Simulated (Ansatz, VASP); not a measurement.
# Si7P6O29 (phosphosilicate glass) in two plane-wave programs, part 2 of 2

Wanted: the spread between two codes on one cell, functional and k mesh. Of the first pair: The structure shown is the start of the Ansatz relaxation below; VASP solves that cell, so the two are compared at the walk's first step.

VASP 6.6.1 and Ansatz 0.2.0.

So far: Set-up; Ansatz: relaxation, PBE.

## 3. VASP: single point, PBE, start cell, pair 1

Level of this step: PBE; plane waves and PAW (P, Si, O) (VASP).

The same cell, functional, mesh and smearing now go to VASP, with its own data sets.

Lines of VASP's logs that name or quote its potential files are left out, and so is its time.

INCAR reads:

```
SYSTEM = Si7P6O29
PREC = Accurate
ENCUT = 520
EDIFF = 1E-06
NELM = 120
ISMEAR = -1
SIGMA = 0.05
LREAL = Auto
ALGO = Normal
GGA = PE
NBANDS = 152
LORBIT = 11
LWAVE = .FALSE.
LCHARG = .FALSE.
ISIF = 2
LASPH = .TRUE.
GGA_COMPAT = .FALSE.
EFERMI = MIDGAP
KPAR = 8
```

POSCAR reads:

```
Si7P6O29
1.0
    8.2938880000      0.0000000000      0.0000000000
    0.0000000000      8.2938880000      0.0000000000
    0.0000000000      0.0000000000      8.2938880000
P Si O
6 7 29
Direct
    0.4677650578      0.5799939666      0.6943560125
    0.8855449941      0.7812539788      0.0753410222
    0.7005240486      0.2775219535      0.1274900264
    0.8292379883      0.5713809977      0.5981730161
    0.9532770397      0.3089540153      0.8443820317
    0.1940209465      0.6556079609      0.2434439674
    0.9440479543      0.9462599447      0.7076390470
    0.2464840374      0.3676220369      0.4622400254
    0.3235410220      0.9399250388      0.6741770566
    0.2736750243      0.0504649930      0.3307540444
    0.8926779576      0.0573419848      0.3471779460
    0.4729899897      0.9964100070      0.0170560538
    0.5363320556      0.5979329598      0.0565149903
    0.3490489623      0.6252170273      0.1486289663
    0.3324320271      0.2539479675      0.3375600201
    0.8492739473      0.5288840409      0.4261030532
    0.5971280297      0.1430419605      0.0532459565
    0.3763959677      0.4673629545      0.5843880458
    0.1336299694      0.2790400594      0.5762630265
    0.4099359673      0.0188360393      0.8334360194
    0.7817350560      0.2009859550      0.2741380158
    0.0792330449      0.0787449746      0.3121469689
    0.6445400517      0.5934700348      0.6338619475
    0.1372280407      0.9322709687      0.6991069809
    0.3645099861      0.0123939460      0.5027250187
    0.8271939529      0.3049029599      0.9916180445
    0.1727339458      0.5071920431      0.3478819584
    0.8591989668      0.0038259499      0.5252729480
    0.1065020410      0.3616289489      0.9196369664
    0.2124270306      0.7938509659      0.3596980089
    0.9320890275      0.1373089436      0.7854739538
    0.3938079463      0.7470809830      0.6844130280
    0.8457009547      0.9026830360      0.2106470451
    0.4867039439      0.5345190338      0.8719959807
    0.5443420504      0.8113989482      0.0329070033
    0.8956679907      0.8723040388      0.9164170049
    0.9081110090      0.7282109428      0.6446349408
    0.3511290483      0.0050110395      0.1622969830
    0.7755060112      0.6391319728      0.0514179839
    0.5997480313      0.4282580136      0.1492209685
    0.0530589514      0.7088349879      0.1304880172
    0.8816189705      0.4393149510      0.7241439720
```

KPOINTS reads:

```
Automatic mesh
0
Gamma
2 2 2
0 0 0
```

PAW data sets: P, Si and O (PBE family, release 64).

Run with:

```sh
mpirun -np 8 vasp_std
```

Numbers of over 12 decimals in the logs are rounded to 6 here.

The program printed:

```text
[banner, memory and clock lines left out]
running    8 mpi-ranks, on    1 nodes
[...]
|                                                                             |
|           W    W    AA    RRRRR   N    N  II  N    N   GGGG   !!!           |
|           W    W   A  A   R    R  NN   N  II  NN   N  G    G  !!!           |
|           W    W  A    A  R    R  N N  N  II  N N  N  G       !!!           |
|           W WW W  AAAAAA  RRRRR   N  N N  II  N  N N  G  GGG   !            |
|           WW  WW  A    A  R   R   N   NN  II  N   NN  G    G                |
|           W    W  A    A  R    R  N    N  II  N    N   GGGG   !!!           |
|                                                                             |
|     For optimal performance we recommend to set                             |
|       NCORE = 2 up to number-of-cores-per-socket                            |
|     NCORE specifies how many cores store one orbital (NPAR=cpu/NCORE).      |
|     This setting can greatly improve the performance of VASP for DFT.       |
|     The default, NCORE=1 might be grossly inefficient on modern             |
|     multi-core architectures or massively parallel machines. Do your        |
|     Unfortunately you need to use the default for GW and RPA                |
|     calculations (for HF NCORE is supported but not extensively tested      |
|     yet).                                                                   |
|                                                                             |

 LDA part: xc-table for (Slater+PW92), standard interpolation
 POSCAR, INCAR and KPOINTS ok, starting setup
[...]
entering main loop
       N       E                     dE             d eps       ncg     rms          rms(c)
DAV:   1     0.160844983461E+04    0.16084E+04   -0.12217E+05  2448   0.141E+03
DAV:   2    -0.221876354651E+03   -0.18303E+04   -0.17833E+04  2992   0.340E+02
DAV:   3    -0.351460125485E+03   -0.12958E+03   -0.12879E+03  2968   0.956E+01
DAV:   4    -0.353543168045E+03   -0.20830E+01   -0.20755E+01  3032   0.129E+01
[...]
DAV:  15    -0.306863745404E+03    0.14149E-04   -0.63862E-05  2696   0.321E-02    0.232E-02
DAV:  16    -0.306863740668E+03    0.47360E-05   -0.19317E-05  3080   0.172E-02    0.921E-03
DAV:  17    -0.306863739757E+03    0.91031E-06   -0.81278E-06  2872   0.100E-02
   1 F= -.30686374E+03 E0= -.30686374E+03  d E =-.134838E-08
```

Parts of OUTCAR (step 3):

```text
  Total       14.1477160     -4.0979695     -0.7929837      2.5382231      0.2308195    -12.4916271
  in kB       39.7303523    -11.5081313     -2.2268981      7.1279703      0.6481994    -35.0796372
  external PRESSURE =       8.6651076 kB  Pullay stress =       0.0000000 kB

 POSITION                                       TOTAL-FORCE (eV/Angst)
 -----------------------------------------------------------------------------------
      3.87959      4.81040      5.75891         0.035525      0.977619     -1.243464
      7.34461      6.47963      0.62487        -0.324200      0.705515     -0.315408
      5.81007      2.30174      1.05739         0.897652     -1.303982     -2.748320
      6.87761      4.73897      4.96118         1.418485     -0.011112     -2.094733
      7.90637      2.56243      7.00321         3.250039      0.720563      0.092262
      1.60919      5.43754      2.01910         1.335515      1.808181      2.618981
      7.82983      7.84817      5.86908         0.062907     -1.025416     -0.053882
      2.04431      3.04902      3.83377        -0.686044     -0.618511      1.050773
      2.68341      7.79563      5.59155         0.764083     -0.701804      0.718305
      2.26983      0.41855      2.74324        -0.616292      1.859731      1.257143
      7.40377      0.47559      2.87946         1.900899     -2.435150     -1.227751
      3.92293      8.26411      0.14146        -0.165866     -2.635339     -0.377018
      4.44828      4.95919      0.46873         0.063053      4.473054     -0.170347
      2.89497      5.18548      1.23271         1.574234     -1.138763     -1.626004
[...]
-----------------------------------------------------------------------------------
    total drift:                               -0.038434     -0.008085     -0.014749

  FREE ENERGIE OF THE ION-ELECTRON SYSTEM (eV)
  ---------------------------------------------------
  free  energy   TOTEN  =      -306.8637397574 eV

  energy  without entropy=     -306.8637397561  energy(sigma->0) =     -306.86373976

[... 3 further parts left out ...]
[key lines of the parts left out:]
E-fermi :   3.8150
```

The run ends at a pressure of 0.87 GPa, with forces up to 4.5 eV/Å.

## 4. Side by side

Known differences besides the potentials themselves: the cutoff is 420 eV in Ansatz and 520 eV in VASP (PREC = Accurate, projectors in real space). Total energies have different zeros and are not compared.

Forces on 10 of the 42 atoms, those with the largest forces and the largest differences (eV/Å; atoms numbered as in POSCAR):

| atom | Ansatz x, y, z | VASP x, y, z |
| --- | --- | --- |
| P3 | 0.923, -1.298, -2.760 | 0.898, -1.304, -2.748 |
| P5 | 3.388, 0.796, 0.123 | 3.250, 0.721, 0.092 |
| P6 | 1.330, 1.886, 2.684 | 1.336, 1.808, 2.619 |
| Si11 | 1.964, -2.460, -1.205 | 1.901, -2.435, -1.228 |
| Si12 | -0.188, -2.686, -0.365 | -0.166, -2.635, -0.377 |
| Si13 | 0.067, 4.507, -0.205 | 0.063, 4.473, -0.170 |
| O15 | 1.444, -1.925, -1.697 | 1.478, -1.948, -1.731 |
| O19 | -1.496, -0.516, 1.175 | -1.601, -0.585, 1.286 |
| O31 | -1.129, -0.996, -0.542 | -1.117, -0.842, -0.492 |
| O34 | -0.103, -1.216, 1.010 | -0.109, -1.160, 0.858 |

The forces differ by 55 meV/Å r.m.s., which is 4.7 % of the r.m.s. force of 1.161 eV/Å (both taken over all components).

## 5. Ansatz: relaxation, PBE

This run makes the geometry at which the two programs are then compared. The cell compared in this pair holds 556.11 Å³, against 570.52 Å³ for the pair before.

The structure compared here is the end of the Ansatz relaxation.

input.yaml reads:

```yaml
crystal:
  lattice:
    - [8.293888003, 0.0, 0.0]
    - [0.0, 8.293888003, 0.0]
    - [0.0, 0.0, 8.293888003]
  atoms:
    - { symbol: P, position: [0.467765, 0.579994, 0.694356] }
    - { symbol: P, position: [0.885545, 0.781254, 0.075341] }
    - { symbol: P, position: [0.700524, 0.277522, 0.12749] }
    - { symbol: P, position: [0.829238, 0.571381, 0.598173] }
    - { symbol: P, position: [0.953277, 0.308954, 0.844382] }
    - { symbol: P, position: [0.194021, 0.655608, 0.243444] }
    - { symbol: Si, position: [0.944048, 0.94626, 0.707639] }
    - { symbol: Si, position: [0.246484, 0.367622, 0.46224] }
    - { symbol: Si, position: [0.323541, 0.939925, 0.674177] }
    - { symbol: Si, position: [0.273675, 0.050465, 0.330754] }
    - { symbol: Si, position: [0.892678, 0.057342, 0.347178] }
    - { symbol: Si, position: [0.47299, 0.99641, 0.017056] }
    - { symbol: Si, position: [0.536332, 0.597933, 0.056515] }
    - { symbol: O, position: [0.349049, 0.625217, 0.148629] }
    - { symbol: O, position: [0.332432, 0.253948, 0.33756] }
    - { symbol: O, position: [0.849274, 0.528884, 0.426103] }
    - { symbol: O, position: [0.597128, 0.143042, 0.053246] }
    - { symbol: O, position: [0.376396, 0.467363, 0.584388] }
    - { symbol: O, position: [0.13363, 0.27904, 0.576263] }
    - { symbol: O, position: [0.409936, 0.018836, 0.833436] }
    - { symbol: O, position: [0.781735, 0.200986, 0.274138] }
    - { symbol: O, position: [0.079233, 0.078745, 0.312147] }
    - { symbol: O, position: [0.64454, 0.59347, 0.633862] }
    - { symbol: O, position: [0.137228, 0.932271, 0.699107] }
    - { symbol: O, position: [0.36451, 0.012394, 0.502725] }
    - { symbol: O, position: [0.827194, 0.304903, 0.991618] }
    - { symbol: O, position: [0.172734, 0.507192, 0.347882] }
    - { symbol: O, position: [0.859199, 0.003826, 0.525273] }
    - { symbol: O, position: [0.106502, 0.361629, 0.919637] }
    - { symbol: O, position: [0.212427, 0.793851, 0.359698] }
    - { symbol: O, position: [0.932089, 0.137309, 0.785474] }
    - { symbol: O, position: [0.393808, 0.747081, 0.684413] }
    - { symbol: O, position: [0.845701, 0.902683, 0.210647] }
    - { symbol: O, position: [0.486704, 0.534519, 0.871996] }
    - { symbol: O, position: [0.544342, 0.811399, 0.032907] }
    - { symbol: O, position: [0.895668, 0.872304, 0.916417] }
    - { symbol: O, position: [0.908111, 0.728211, 0.644635] }
    - { symbol: O, position: [0.351129, 0.005011, 0.162297] }
    - { symbol: O, position: [0.775506, 0.639132, 0.051418] }
    - { symbol: O, position: [0.599748, 0.428258, 0.149221] }
    - { symbol: O, position: [0.053059, 0.708835, 0.130488] }
    - { symbol: O, position: [0.881619, 0.439315, 0.724144] }
  symmetry: { detect: false }
kpoints:
  mp_grid: { grid: [2, 2, 2] }
scf:
  occupations: { method: fermi_dirac, width: 0.05 }
hamiltonian:
  xc: pbe
output:
  forces: true
  stress: true
relax:
  f_tol: 0.04
  max_steps: 160
  escape_saddle: false
  cell: { stress_tol: 0.4, fix: [] }
```

Run with:

```sh
ansatz run input.yaml --threads 8 --pin off --max-ram 14336MiB --backend cpu --events-out ev --progress --plain --runs-dir out
```

The program printed:

```text
[...]
Crystal: 42 atoms, lattice volume = 570.525 Å³
Basis set: ecut = 420 eV, 11075 PW (Γ), exchange–correlation on 120×120×120 points (8 copies of the dense FFT grid, shifted against one another)
Bands: 158, of which v1, the nominal top of the filled ones, is band 116 counted from 1 (115 counted from 0)
Symmetry: 1 space group operations
k-points: 8
[...]
- { symbol: O, position: [0.102064, 0.309997, 0.571970] }
    - { symbol: O, position: [0.401153, -0.00242524, 0.828214] }
    - { symbol: O, position: [0.738382, 0.178870, 0.305927] }
[...]
- { symbol: O, position: [0.764849, 0.644193, 0.050113] }
    - { symbol: O, position: [0.593565, 0.434129, 0.171027] }
    - { symbol: O, position: [0.054393, 0.674351, 0.107621] }
    - { symbol: O, position: [0.871865, 0.414162, 0.714269] }
[key lines of the parts left out:]
SCF converged after 6 iterations
Free energy (F): -25465.748146 eV
Fermi energy:    5.094983 eV
P = ⅓ Tr σ = -0.0151 GPa (-0.151 kbar)
```

## 6. VASP: single point, PBE, relaxed cell, pair 2

The same cell, functional, mesh and smearing now go to VASP, with its own data sets.

INCAR, as its differences from that of step 3:

```diff
@@ -2,3 +2,3 @@
 PREC = Accurate
-ENCUT = 520
+ENCUT = 600
 EDIFF = 1E-06
```

POSCAR reads:

```
Si7P6O29
1.0
    8.4568247258      0.1340059361     -0.2755452945
    0.1340059361      8.1069550207      0.0971621596
   -0.2755452945      0.0971621596      8.1237247405
P Si O
6 7 29
Direct
    0.4845094173      0.5699076223      0.6872389356
    0.8877546860      0.7754073230      0.0789825377
    0.7014237391      0.2752408760      0.1312098651
    0.8297743161      0.5758392178      0.6022374662
    0.0366425421      0.3058676295      0.7533229013
    0.2138459413      0.6731853939      0.2276818433
    0.9490972571      0.9231126355      0.7269848937
    0.2458036169      0.3812520095      0.4720970449
    0.3083798603      0.9132458169      0.6741271931
    0.2475106258      0.0646123888      0.3174762362
    0.8829905714      0.0384186054      0.3529356169
    0.4585322972      0.0055454030      0.0228431539
    0.5555095694      0.6189794693      0.0686000232
    0.3492647287      0.6106455044      0.1281745413
    0.3079337758      0.2632429488      0.3367587609
    0.8787271513      0.5756443024      0.4329217367
    0.5867565467      0.1536690532      0.0338731401
    0.3832163811      0.4290805721      0.6208911208
    0.1020635162      0.3099971636      0.5719698583
    0.4011526366      0.9975747628      0.8282142887
    0.7383818104      0.1788699265      0.3059270699
    0.0537471190      0.1002268278      0.3114092422
    0.6364691269      0.5565589409      0.5916327606
    0.1334493839      0.8563827120      0.7129643141
    0.3244290164      0.0240197389      0.5120001317
    0.8435787465      0.3072531693      0.0439911573
    0.1883994031      0.5536708954      0.3745806594
    0.8622915419      0.9789135189      0.5406686942
    0.1466972663      0.3758181090      0.8777529279
    0.2252134133      0.8373600043      0.3078091899
    0.9817796300      0.1283106595      0.7768607261
    0.4064730130      0.7370483184      0.6364955258
    0.8507600486      0.8748301773      0.2327085445
    0.5158723827      0.5520078123      0.8735954789
    0.5388280344      0.8244219206      0.0785112531
    0.9045311153      0.9004857057      0.9362235505
    0.8598034896      0.7247134200      0.7123697430
    0.3144831992      0.0521285527      0.1314413382
    0.7648491285      0.6441929041      0.0501132941
    0.5935650745      0.4341289109      0.1710270075
    0.0543926190      0.6743513268      0.1076214221
    0.8718652612      0.4141617505      0.7142688111
```

KPOINTS is that of step 3.

Run with:

```sh
mpirun -np 8 vasp_std
```

The program printed:

```text
[banner, memory and clock lines left out]
running    8 mpi-ranks, on    1 nodes
[...]
[... a notice as in an earlier step ...]

 LDA part: xc-table for (Slater+PW92), standard interpolation
 POSCAR, INCAR and KPOINTS ok, starting setup
[...]
entering main loop
       N       E                     dE             d eps       ncg     rms          rms(c)
DAV:   1     0.168278284487E+04    0.16828E+04   -0.13228E+05  2440   0.159E+03
DAV:   2    -0.218486464861E+03   -0.19013E+04   -0.18525E+04  2944   0.354E+02
DAV:   3    -0.352971723996E+03   -0.13449E+03   -0.13363E+03  2952   0.980E+01
DAV:   4    -0.355215022319E+03   -0.22433E+01   -0.22336E+01  3040   0.134E+01
[...]
DAV:  16    -0.311998963396E+03    0.98163E-05   -0.28371E-05  3080   0.245E-02    0.628E-03
DAV:  17    -0.311998963655E+03   -0.25857E-06   -0.11133E-05  2968   0.127E-02    0.487E-03
DAV:  18    -0.311998963727E+03   -0.72258E-07   -0.17069E-06  1760   0.458E-03
   1 F= -.31199896E+03 E0= -.31199896E+03  d E =-.189345E-18
```

OUTCAR, selected parts (step 6):

```text
  Total       -1.3305275     -3.0280877     -2.7673117      0.3691313      0.0931921     -0.9543609
  in kB       -3.8333300     -8.7241036     -7.9727920      1.0634897      0.2684921     -2.7495713
  external PRESSURE =      -6.8434086 kB  Pullay stress =       0.0000000 kB

 POSITION                                       TOTAL-FORCE (eV/Angst)
 -----------------------------------------------------------------------------------
      3.98442      4.75192      5.50481        -0.009603     -0.016218      0.008510
      7.58973      6.41283      0.47236        -0.013800     -0.016011      0.014812
      5.93255      2.33811      0.89938        -0.066065     -0.011805      0.000447
      6.92848      4.83801      4.71972        -0.076350     -0.007172      0.045326
      0.14329      2.55776      6.13941        -0.060846     -0.075368     -0.012277
      1.83593      5.50826      1.85611        -0.032443     -0.024748      0.022097
      7.94973      7.68145      5.73400        -0.050923      0.012031      0.056918
      1.99972      3.16960      3.80450         0.001010      0.031742      0.030796
      2.54454      7.51047      5.48018         0.033846     -0.026184     -0.004051
      2.01433      0.58782      2.51717         0.002377     -0.009678     -0.021903
      7.37520      0.46408      2.62758        -0.043930     -0.025335      0.002965
      3.87218      0.10862      0.05976         0.018036      0.028383     -0.033129
      4.76189      5.09915      0.46436        -0.012083     -0.056935     -0.010798
      3.00018      5.00973      1.00435        -0.066556      0.053084      0.071054
[...]
-----------------------------------------------------------------------------------
    total drift:                                0.009525      0.002468     -0.001248

  FREE ENERGIE OF THE ION-ELECTRON SYSTEM (eV)
  ---------------------------------------------------
  free  energy   TOTEN  =      -311.9989637268 eV

  energy  without entropy=     -311.9989637268  energy(sigma->0) =     -311.99896373

[... 1 part as in an earlier step ...]

[... 2 further parts left out ...]
[key lines of the parts left out:]
E-fermi :   3.5059
```

The run ends at a pressure of -0.68 GPa, with forces up to 0.16 eV/Å.

## 7. Differences

What differs besides the data sets and the points named for the pairs above, as far as they apply: the cutoff is 420 eV in Ansatz and 600 eV in VASP (PREC = Accurate, projectors in real space); Ansatz's pressure holds a Pulay correction, VASP's none. Total energies have different zeros and are not compared.

Compared:

| quantity | Ansatz | VASP | difference |
| --- | --- | --- | --- |
| pressure (GPa) | -0.02 | -0.68 | +0.67 |
| gap on the k mesh (eV) | 4.286 | 4.248 | +0.038 |

Forces on 7 of the 42 atoms, those with the largest forces and the largest differences (eV/Å; atoms numbered as in POSCAR):

| atom | Ansatz x, y, z | VASP x, y, z |
| --- | --- | --- |
| O17 | -0.001, 0.003, -0.001 | 0.066, 0.074, 0.083 |
| O18 | -0.003, -0.004, -0.001 | 0.049, 0.114, 0.014 |
| O19 | 0.003, 0.002, 0.000 | -0.053, 0.006, 0.130 |
| O27 | 0.002, 0.000, 0.004 | 0.049, 0.073, -0.109 |
| O31 | 0.000, 0.002, 0.000 | 0.046, 0.116, -0.042 |
| O32 | -0.003, 0.002, -0.004 | 0.043, -0.115, 0.059 |
| O34 | 0.002, -0.004, -0.011 | -0.011, 0.039, -0.154 |

The forces differ by 50 meV/Å r.m.s., where the r.m.s. force is 0.004 eV/Å in Ansatz and 0.050 eV/Å in VASP: the atoms lie near their places of rest in Ansatz, so a percentage would say little (all taken over all components). A gap on the mesh is an upper bound, since the band edges may lie between its points.

## 8. Results

* r.m.s. force difference (single point, PBE, start cell, pair 1): 4.7 % of the r.m.s. force
* r.m.s. force difference (single point, PBE, relaxed cell, pair 2): 50 meV/Å
* difference in pressure (single point, PBE, relaxed cell, pair 2): 0.67 GPa

The r.m.s. force difference is 50 meV/Å (single point, PBE, relaxed cell, pair 2), beyond the 12 meV/Å picked in this series as the mark of a large difference. What causes the difference of the single point, PBE, start cell, pair 1 pair stays open here. What causes the difference of the single point, PBE, relaxed cell, pair 2 pair stays open here. Such differences can come from data sets, numerical settings and the points named under the comparisons, not from the functional's error against experiment.

[Lines on the potential files, build, host, timing and source positions are cut from VASP's logs without a mark.]

[Logs are printed without paths, hosts, clocks, repeated set-up lines and the standing remarks that a program may print on its own settings, such as how far it seeks lower states.]

[Hosts, paths, dates, database ids (printed as entryN), source tags and the programs' standing remarks are cut or masked in the printed files.]
